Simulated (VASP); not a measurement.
All values below come from PBE GGA, VASP's PBE PAW potentials (set 64) (plane waves; VASP).

VASP ran on this input.

**INCAR**
```
! general
SYSTEM  =  Al
PREC    =  Accurate
ENCUT   =  400
LREAL   =  .FALSE.
LASPH   =  .TRUE.
NELECT  =  2.98

! electronic loop
EDIFF   =  1E-6
NELM    =  100
ALGO    =  Normal

! smearing
ISMEAR  =  0
SIGMA   =  0.05

! functional
GGA     =  PE

! ions
ISIF    =  2

! output
LWAVE   =  .FALSE.
LCHARG  =  .FALSE.
```

File POSCAR:
```
Al
1
    0.0000000000     2.0655000000     2.0655000000
    2.0655000000     0.0000000000     2.0655000000
    2.0655000000     2.0655000000     0.0000000000
Al
1
Direct
  0.0000000000   0.0000000000   0.0000000000
```

### KPOINTS
```
Automatic
0
gamma
  14 14 14
0 0 0
```

POTCAR, in this order: Al (PBE.64 set). Program: vasp_std.

Output

### OSZICAR
```
       N       E                     dE             d eps       ncg     rms          rms(c)
DAV:   1    -0.229084872607E+01   -0.22908E+01   -0.69256E+02  1165   0.244E+02
DAV:   2    -0.387668371670E+01   -0.15858E+01   -0.14225E+01  1385   0.250E+01
DAV:   3    -0.388821222497E+01   -0.11529E-01   -0.11518E-01  1380   0.259E+00
DAV:   4    -0.388824595293E+01   -0.33728E-04   -0.33727E-04  1405   0.138E-01
DAV:   5    -0.388824614107E+01   -0.18814E-06   -0.18804E-06  1415   0.864E-03    0.120E+00
DAV:   6    -0.387469033907E+01    0.13556E-01   -0.24016E-03  1280   0.358E-01    0.697E-01
DAV:   7    -0.386572434512E+01    0.89660E-02   -0.59179E-03  1205   0.536E-01    0.132E-01
DAV:   8    -0.386571238464E+01    0.11960E-04   -0.26552E-05  1330   0.516E-02    0.178E-02
DAV:   9    -0.386571296440E+01   -0.57976E-06   -0.35012E-07  1185   0.402E-03
   1 F= -.38657130E+01 E0= -.38653382E+01  d E =-.749582E-03
```

OUTCAR:
```
------------------------ aborting loop because EDIFF is reached ----------------------------------------
  FORCE on cell =-STRESS in cart. coord.  units (eV):
  Direction    XX          YY          ZZ          XY          YZ          ZX
  --------------------------------------------------------------------------------------
  Total       -0.7069817     -0.7069817     -0.7069817      0.0000000      0.0000000      0.0000000
  in kB      -64.2707212    -64.2707212    -64.2707212      0.0000000      0.0000000      0.0000000
  external PRESSURE =     -64.2707212 kB  Pullay stress =       0.0000000 kB
  volume of cell :       17.62
      direct lattice vectors                 reciprocal lattice vectors
     0.000000000  2.065500000  2.065500000    -0.242072137  0.242072137  0.242072137
     2.065500000  0.000000000  2.065500000     0.242072137 -0.242072137  0.242072137
     2.065500000  2.065500000  0.000000000     0.242072137  0.242072137 -0.242072137
 POSITION                                       TOTAL-FORCE (eV/Angst)
 -----------------------------------------------------------------------------------
      0.00000      0.00000      0.00000         0.000000      0.000000     -0.000000
 -----------------------------------------------------------------------------------
    total drift:                                0.000000      0.000000     -0.000000
  FREE ENERGIE OF THE ION-ELECTRON SYSTEM (eV)
  ---------------------------------------------------
  free  energy   TOTEN  =        -3.8657129644 eV

  energy  without entropy=       -3.8649633821  energy(sigma->0) =       -3.86533817
```
(Selected blocks of OUTCAR.)

The cell is charged, with a uniform compensating background.

The compound is Al in the fcc structure. The cell was not relaxed at this level. The run is one of a series of settings (ISMEAR = 0, NELECT = 2.98, SIGMA = 0.05 against the base run), some of them coarse on purpose.
